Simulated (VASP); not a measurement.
# Na2ZrS2 (I4/mmm) in VASP: further runs

The runs below take Na2ZrS2 through relaxation of cell and atoms, with PBE+D3(BJ), PBE.

Everything below comes from runs of VASP 6.6.1. Logs are shortened: lines on timing, memory, paths and dates and some standing lists are left out, and cuts for length are marked.

## Step 1: The crystal as given

It takes space group I4/mmm (No. 139, tetragonal). Conventional cell: a = 4.952 Å, b = 4.952 Å, c = 8.081 Å, α = 90.00°, β = 90.00°, γ = 90.00°. Around Na (site symmetry 4mm) lie 1 Na at 2.31 Å and 4 S at 2.62 Å. Zr (site symmetry 4/mmm) is surrounded by 2 Na at 2.88 Å and 8 S at 3.20 Å. S (site symmetry -4m2) has 4 Na at 2.62 Å as nearest neighbours.

The cell was built by a generator and needn't be a form met in nature.

## Step 2: Relaxation of cell and atoms, PBE+D3(BJ)

INCAR reads:

```
SYSTEM = Na2ZrS2
ALGO     = Fast           ! electronic algorithm
EDIFF    = 1E-7           ! SCF threshold, eV
EDIFFG   = -0.01          ! ionic threshold
ENCUT    = 600            ! plane-wave cutoff, eV
GGA      = PE             ! functional
IBRION   = 2              ! ionic algorithm
ISIF     = 3              ! what is computed and relaxed
ISMEAR   = -1             ! smearing method
IVDW     = 12             ! dispersion correction
LASPH    = .TRUE.         ! aspherical terms in the spheres
LCHARG   = .FALSE.        ! write CHGCAR
LREAL    = .FALSE.        ! projectors in reciprocal space
LWAVE    = .FALSE.        ! write WAVECAR
NELM     = 100            ! most SCF steps
NSW      = 60             ! ionic steps
PREC     = Accurate       ! precision mode
SIGMA    = 0.05           ! smearing width, eV
```

KPOINTS reads:

```
k-points
0
G
  6 6 6
  0 0 0
```

POSCAR reads:

```
Na2ZrS2
1.0
   -2.4761800000      2.4761800000      4.0403500000
    2.4761800000     -2.4761800000      4.0403500000
    2.4761800000      2.4761800000     -4.0403500000
Na Zr S
2 1 2
Direct
    0.3567700000      0.3567700000      0.0000000000
    0.6432300000      0.6432300000      0.0000000000
    0.0000000000      0.0000000000      0.0000000000
    0.7500000000      0.2500000000      0.5000000000
    0.2500000000      0.7500000000      0.5000000000
```

Potentials or basis: VASP PAW PBE potentials, release 64 (Na_pv, Zr_sv, S).

On the command line:

```bash
$ cat potpaw_PBE.64/Na_pv/POTCAR potpaw_PBE.64/Zr_sv/POTCAR potpaw_PBE.64/S/POTCAR > POTCAR
$ mpirun -np 1 vasp_std > vasp.out
```

OUTCAR:

```text
SYSTEM = Na2ZrS2
   EDIFF = 1E-7
   EDIFFG = -0.01
   ENCUT = 600
   GGA = PE
   IBRION = 2
   ISIF = 3
   ISMEAR = -1
   IVDW = 12
   LASPH = .TRUE.
   LREAL = .FALSE.
   NELM = 100
   NSW = 60
   PREC = Accurate
 IVDW          = 12

 ion  position               nearest neighbor table
   1  0.357  0.357  0.000-   2 2.31   5 2.62   4 2.62   4 2.62   5 2.62   3 2.88
   2  0.643  0.643  0.000-   1 2.31   4 2.62   5 2.62   4 2.62   5 2.62   3 2.88
   3  0.000  0.000  0.000-   1 2.88   2 2.88   4 3.20   5 3.20   4 3.20   5 3.20   4 3.20   5 3.20
                             4 3.20   5 3.20
   4  0.750  0.250  0.500-   1 2.62   2 2.62   1 2.62   2 2.62   3 3.20   3 3.20   3 3.20   3 3.20

   5  0.250  0.750  0.500-   1 2.62   2 2.62   1 2.62   2 2.62   3 3.20   3 3.20   3 3.20   3 3.20

  LATTYP: Found a body centered tetragonal cell.
 ALAT       =     4.9523600000
 C/A-ratio  =     1.6316867110

  Lattice vectors:

 A1 = (  -2.4761800000,   2.4761800000,   4.0403500000)
 A2 = (   2.4761800000,  -2.4761800000,   4.0403500000)
 A3 = (   2.4761800000,   2.4761800000,  -4.0403500000)

Analysis of symmetry for initial positions (statically):
=====================================================================
 Subroutine PRICEL returns:
 Original cell was already a primitive cell.

 Routine SETGRP: Setting up the symmetry group for a
 body centered tetragonal supercell.

 Subroutine GETGRP returns: Found 16 space group operations
 (whereof 16 operations were pure point group operations)
 out of a pool of 16 trial point group operations.

The static configuration has the point symmetry D_4h.

Analysis of symmetry for dynamics (positions and initial velocities):
=====================================================================
 Subroutine PRICEL returns:
 Original cell was already a primitive cell.

 Routine SETGRP: Setting up the symmetry group for a
 body centered tetragonal supercell.

 Subroutine GETGRP returns: Found 16 space group operations
 (whereof 16 operations were pure point group operations)
 out of a pool of 16 trial point group operations.

The dynamic configuration has the point symmetry D_4h.

 Subroutine INISYM returns: Found 16 space group operations
 (whereof 16 operations are pure point group operations),
 and found     1 'primitive' translations

----------------------------------------------------------------------------------------

                                     Primitive cell

  volume of cell :      99.0931

  direct lattice vectors                    reciprocal lattice vectors
    -2.476180000  2.476180000  4.040350000     0.000000000  0.201923931  0.123751655
     2.476180000 -2.476180000  4.040350000     0.201923931  0.000000000  0.123751655
     2.476180000  2.476180000 -4.040350000     0.201923931  0.201923931  0.000000000

  length of vectors
     5.346715151  5.346715151  5.346715151     0.236828516  0.236828516  0.285563562

  position of ions in fractional coordinates (direct lattice)
     0.356770000  0.356770000  0.000000000
     0.643230000  0.643230000  0.000000000
     0.000000000  0.000000000  0.000000000
     0.750000000  0.250000000  0.500000000
     0.250000000  0.750000000  0.500000000

  ion indices of the primitive-cell ions
   primitive index   ion index
                 1           1
                 2           2
                 3           3
                 4           4
                 5           5

----------------------------------------------------------------------------------------

 KPOINTS: k-points

Automatic generation of k-mesh.
 Grid dimensions read from file:
 generate k-points for:    6    6    6

 Generating k-lattice:

  Cartesian coordinates                     Fractional coordinates (reciprocal lattice)
     0.000000000  0.033653989  0.020625276     0.166666667  0.000000000  0.000000000
     0.033653989  0.000000000  0.020625276     0.000000000  0.166666667  0.000000000
     0.033653989  0.033653989  0.000000000     0.000000000  0.000000000  0.166666667

  Length of vectors
     0.039471419  0.039471419  0.047593927

  Shift w.r.t. Gamma in fractional coordinates (k-lattice)
     0.000000000  0.000000000  0.000000000

 Subroutine IBZKPT returns following result:
 ===========================================

 Found     30 irreducible k-points:

 Following reciprocal coordinates:
            Coordinates               Weight
  0.000000  0.000000  0.000000      1.000000
  0.166667  0.000000 -0.000000      8.000000
  0.333333  0.000000  0.000000      8.000000
  0.500000  0.000000 -0.000000      4.000000
  0.166667  0.166667 -0.000000      8.000000
  0.333333  0.166667 -0.000000     16.000000
[... 16 lines left out ...]
 -0.333333 -0.333333  0.166667      8.000000
 -0.166667 -0.333333  0.166667      8.000000
 [... further k-points ...]
   k-points           NKPTS =     30   k-points in BZ     NKDIM =     30   number of bands    NBANDS=     23
   number of dos      NEDOS =    301   number of ions     NIONS =      5
   total plane-waves  NPLWV = 110592
   dimension x,y,z NGX =    48 NGY =   48 NGZ =   48
   dimension x,y,z NGXF=    96 NGYF=   96 NGZF=   96
   ions per type =               2   1   2
   NGX,Y,Z   is equivalent  to a cutoff of  14.92, 14.92, 14.92 a.u.
   NGXF,Y,Z  is equivalent  to a cutoff of  29.85, 29.85, 29.85 a.u.
 SYSTEM =  Na2ZrS2
   PREC   = accura    normal or accurate (medium, high low for compatibility)
   ISTART =      0    job   : 0-new  1-cont  2-samecut
   ICHARG =      2    charge: 1-file 2-atom 10-const
   ISPIN  =      1    spin polarized calculation?
   LNONCOLLINEAR =      F non collinear calculations
   LSORBIT =      F    spin-orbit coupling
   LASPH  =      T    aspherical Exc in radial PAW
   ENCUT  =  600.0 eV  44.10 Ry    6.64 a.u.  10.68 10.68 10.68*2*pi/ulx,y,z
   NELM   =    100;   NELMIN=  2; NELMDL= -5     # of ELM steps
   EDIFF  = 0.1E-06   stopping-criterion for ELM
   LREAL  =      F    real-space projection
   EDIFFG = -.1E-01   stopping-criterion for IOM
   NSW    =     60    number of steps for IOM
   IBRION =      2    ionic relax: 0-MD 1-quasi-New 2-CG
   NFREE  =      1    steps in history (QN), initial steepest desc. (CG)
   ISIF   =      3    stress and relaxation
   ISYM   =      2    0-nonsym 1-usesym 2-fastsym
   POTIM  = 0.5000    time-step for ionic-motion
   TEBEG  =    0.0;   TEEND  =   0.0 temperature during run
   PSTRESS=    0.0 pullay stress
   NELECT =      38.0000    total number of electrons
   NUPDOWN=      -1.0000    fix difference up-down
   EMIN   =  10.00;   EMAX   =-10.00  energy-range for DOS
   EFERMI =   0.00;   METHOD = LEGACY
   ISMEAR =    -1;   SIGMA  =   0.05  broadening in eV -4-tet -1-fermi 0-gaus
   EFERMI_NEDOS =   21; number of points for ismear=-14 and -15
   IALGO  =     68    algorithm
   IMIX   =      4    mixing-type and parameters
     AMIX     =   0.40;   BMIX     =  1.00
     AMIX_MAG =   1.60;   BMIX_MAG =  1.00
  volume/ion in A,a.u.               =      19.82       133.74
  Fermi-wavevector in a.u.,A,eV,Ry     =   1.189383  2.247607 19.247221  1.414631
  Thomas-Fermi vector in A             =   2.325491
   LORBIT       =      0    0 simple, 1 ext, 2 COOP (PROOUT), +10 PAW based schemes
   GGA     = PE    functional components
   LHFCALC =     F    Hartree Fock is set to
   AEXX    =    0.0000 exact exchange contribution
   IVDW    =    12    specifies the selected vdW correction
   LEPSILON=     F    determine dielectric tensor
   LRPA    =     F    only Hartree local field effects (RPA)
 conjugate gradient relaxation of ions
 non-spin polarized calculation
 RMM-DIIS sequential band-by-band and
  energy-cutoff  :      600.00
  volume of cell :       99.09
 maximum number of plane-waves:      3336
 NGX is ok and might be reduce to    48
   NGX = 21   NGY = 21   NGZ = 21

--------------------------------------- Ionic step        1  -------------------------------------------

 number of electron      38.0000001 magnetization

 Free energy of the ion-electron system (eV)
  ---------------------------------------------------
  ext. energy  EPLUGINS =         0.00000000
  ---------------------------------------------------
  free energy    TOTEN  =       -20.59860649 eV

  energy without entropy =      -20.55234819  energy(sigma->0) =      -20.57547734

------------------------ aborting loop because EDIFF is reached ----------------------------------------

 Edisp (eV)   -1.71787

 E8    (eV) :    -0.7717
[... 77 lines left out ...]
--------------------------------------- Ionic step        3  -------------------------------------------

 number of electron      38.0000001 magnetization

 E-fermi :   6.2950     XC(G=0):  -9.9997

 val. band max:        6.2774175651   @ k =  -0.3333   0.1667   0.0000
 cond. band min:       6.3190635915   @ k =  -0.3333   0.3333   0.0000
 fundamental gap:      0.0416460264
 Fermi energy:         6.2950106104

 k-point     1 :       0.0000    0.0000    0.0000
  band No.  band energies     occupation
      1     -44.0023      2.00000
      2     -22.0572      2.00000
      3     -21.9518      2.00000
      4     -21.9518      2.00000
      5     -18.6749      2.00000
      6     -18.2158      2.00000
[... 613 lines left out ...]
     22       7.7835      0.00000
     23       8.2155      0.00000

 [... further k-points ...]

------------------------ aborting loop because EDIFF is reached ----------------------------------------

 Edisp (eV)   -1.84540

 E8    (eV) :    -0.8277
[... 163 lines left out ...]
--------------------------------------- Ionic step        7  -------------------------------------------

 number of electron      38.0000004 magnetization

 Free energy of the ion-electron system (eV)
  ---------------------------------------------------
  ext. energy  EPLUGINS =         0.00000000
  ---------------------------------------------------
  free energy    TOTEN  =       -20.57420200 eV

  energy without entropy =      -20.53618275  energy(sigma->0) =      -20.55519237

 E-fermi :   6.3750     XC(G=0): -10.0376

 val. band max:        6.3535323854   @ k =  -0.3333   0.1667   0.0000
 cond. band min:       6.3938332981   @ k =  -0.3333   0.3333   0.0000
 fundamental gap:      0.0403009126
 Fermi energy:         6.3749705110

 k-point     1 :       0.0000    0.0000    0.0000
  band No.  band energies     occupation
      1     -43.9009      2.00000
      2     -21.9576      2.00000
      3     -21.8503      2.00000
      4     -21.8503      2.00000
      5     -18.7750      2.00000
      6     -18.2496      2.00000
[... 613 lines left out ...]
     22       7.8860      0.00000
     23       8.3213      0.00000

 [... further k-points ...]

------------------------ aborting loop because EDIFF is reached ----------------------------------------

 Edisp (eV)   -1.85980

 E8    (eV) :    -0.8342
[... 28 lines left out ...]
  FREE ENERGIE OF THE ION-ELECTRON SYSTEM (eV)
  ---------------------------------------------------
  free  energy   TOTEN  =       -22.4340040727 eV

  energy  without entropy=      -22.3959848202  energy(sigma->0) =      -22.41499445

 reached required accuracy - stopping structural energy minimisation
```

Wall time 27 min (1 thread of Intel Xeon Platinum 8259CL at 2.50GHz (Skylake/Cascade Lake), shared host); peak memory 0.4 GiB.

Results:

| Item | Value |
| --- | --- |
| Free energy | -22.4340 eV |
| Relaxed volume | 18.31 Å³/atom |
| Relaxed cell | a = 5.232 Å, b = 5.232 Å, c = 5.232 Å, α = 125.48°, β = 125.48°, γ = 80.74° |
| Space group after relaxing (to 0.05 Å) | I4/mmm (No. 139) |
| Energy gained by relaxing | 23.5 meV/atom |
| Ionic steps | 7 |
| Pressure after relaxing | 0.0 GPa |
| Band gap on the k mesh | none (metal or under the smearing width) |
| Dispersion energy per atom | -0.372 eV |

Step by step:
| step | energy change (eV) | largest force (eV/Å) | pressure (GPa) | volume (Å³) |
| --- | --- | --- | --- | --- |
| 1 | 0.0000 | 0.0614 | -3.94 | 99.09 |
| 2 | -0.1078 | 0.2918 | -0.08 | 92.24 |
| 3 | -0.1078 | 0.2925 | -0.06 | 92.22 |
| 4 | -0.1146 | 0.1654 | -0.01 | 91.85 |
| 5 | -0.1174 | 0.0039 | 0.07 | 91.39 |
| 6 | -0.1175 | 0.0111 | 0.07 | 91.42 |
| 7 | -0.1175 | 0.0008 | -0.02 | 91.55 |

Final structure:
```cif
data_structure
_symmetry_space_group_name_H-M 'P 1'
_symmetry_Int_Tables_number 1
_cell_length_a 5.2318
_cell_length_b 5.2318
_cell_length_c 5.2318
_cell_angle_alpha 125.481
_cell_angle_beta 125.481
_cell_angle_gamma 80.742
_cell_volume 91.55
loop_
_atom_site_label
_atom_site_type_symbol
_atom_site_fract_x
_atom_site_fract_y
_atom_site_fract_z
_atom_site_occupancy
Na1 Na 0.36104 0.36104 0.00000 1
Na2 Na 0.63896 0.63896 0.00000 1
Zr1 Zr 0.00000 0.00000 0.00000 1
S1 S 0.75000 0.25000 0.50000 1
S2 S 0.25000 0.75000 0.50000 1
```

Levels at points of the mesh, in eV from the Fermi level:
| k point | band 16 | band 17 | band 18 | band 19 | band 20 | band 21 | band 22 | band 23 |
| --- | --- | --- | --- | --- | --- | --- | --- | --- |
| (0.00, 0.00, 0.00) | -3.15 | -1.75 | -1.75 | -0.99 | -0.05 | 0.75 | 2.23 | 2.23 |
| (0.50, 0.00, 0.00) | -3.81 | -3.48 | -3.38 | -0.10 | 0.09 | 0.91 | 2.02 | 2.17 |
| (0.50, 0.50, 0.00) | -3.20 | -1.84 | -1.28 | -0.85 | 0.46 | 0.98 | 1.55 | 1.93 |
| (0.50, 0.50, 0.50) | -2.21 | -2.21 | -2.03 | -0.63 | 0.42 | 0.51 | 1.21 | 1.21 |

Caveat: pairwise dispersion overbinds metals, which lowers pressure and volume.

(Part 1 of 2 ends here.)
